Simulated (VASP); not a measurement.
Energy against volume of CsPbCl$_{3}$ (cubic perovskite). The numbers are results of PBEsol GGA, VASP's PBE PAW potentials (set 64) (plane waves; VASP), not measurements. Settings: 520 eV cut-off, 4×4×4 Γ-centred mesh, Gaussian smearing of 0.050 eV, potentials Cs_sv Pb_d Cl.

| V (Å³/atom) | E (eV/atom) |
|---|---|
| 33.375 | -3.65930 |
| 34.440 | -3.66860 |
| 35.505 | -3.67186 |
| 36.570 | -3.67002 |

Fit these four points and predict the energy of the run at 37.636 Å³/atom.

A cubic in V^(−2/3), the third-order Birch-Murnaghan form, passes through the four points with V0 = 35.62 Å³/atom and B0 = 25 GPa, and gives -3.6639 eV/atom there. The run gave -3.6639 eV/atom, -0.0 meV/atom from the fit; all five points give B0 = 25 GPa.

The compound is CsPbCl3 in the cubic perovskite structure, the ideal cubic form; the compound distorts at low or room temperature. It was relaxed first.
